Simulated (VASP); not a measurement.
Input of a VASP 6.6.1 run:

The input POSCAR:

```
IrS
1.0
    3.4896986500      0.0000000000      0.0000000000
   -1.7448493200      3.0221676800      0.0000000000
    0.0000000000      0.0000000000      4.3456873700
Ir S
1 1
Direct
    0.0000000000      0.0000000000      0.5000000000
    0.6666666700      0.3333333300      0.0000000000
```

INCAR.step1

```
ALGO     = Normal         # electronic algorithm
EDIFF    = 1E-5           # SCF threshold, eV
ENCUT    = 520            # plane-wave cutoff, eV
GGA      = PE             # functional
ISIF     = 2              # what is computed and relaxed
ISMEAR   = -1             # smearing method
LASPH    = True           # aspherical terms in the spheres
LCHARG   = False          # write CHGCAR
LREAL    = False          # projectors in reciprocal space
LWAVE    = True           # write WAVECAR
NELM     = 60             # most SCF steps
PREC     = Accurate       # precision mode
SIGMA    = 0.05           # smearing width, eV
```

The input INCAR.step2:

```
AEXX     = 0.25           # exact-exchange fraction
ALGO     = Normal         # electronic algorithm
EDIFF    = 1E-6           # SCF threshold, eV
ENCUT    = 520            # plane-wave cutoff, eV
GGA      = PE             # functional
HFRCUT   = -1           
ISIF     = 2              # what is computed and relaxed
ISMEAR   = -1             # smearing method
ISTART   = 1            
LASPH    = True           # aspherical terms in the spheres
LCHARG   = False          # write CHGCAR
LHFCALC  = True           # exact exchange
LREAL    = False          # projectors in reciprocal space
LWAVE    = False          # write WAVECAR
NELM     = 60             # most SCF steps
PREC     = Accurate       # precision mode
PRECFOCK = Fast         
SIGMA    = 0.05           # smearing width, eV
```

KPOINTS

```
k-points
0
Gamma
  5 5 3
```

Potentials or basis: VASP PAW PBE potentials, release 64 (Ir, S).

Command:

```bash
$ cat potpaw_PBE.64/Ir/POTCAR potpaw_PBE.64/S/POTCAR > POTCAR
$ cp INCAR.step1 INCAR
$ mpirun -np 1 vasp_std > vasp.out
$ cp INCAR.step2 INCAR
$ mpirun -np 1 vasp_std > vasp.out
```

Task: Estimate the band gap on the k mesh.

Result: None (metal or under the smearing width).

Task: What does it give for the pressure?

Result: -32.9 GPa.

Stress tensor (GPa, compression positive):
```
-27.12   0.00   0.00
  0.00 -27.12   0.00
  0.00   0.00 -44.32
```

Caveat: the k mesh is coarse (spacing up to 0.48 Å⁻¹), so the values aren't converged, least of all with exact exchange; a pressure of tens of GPa on the cell as given is suspect, and the run, the potentials or the cell itself is likely at fault; the PAW data sets were made with another functional, which shifts forces and pressure a little. The run has no spin-orbit coupling, so splittings on Ir are missing.
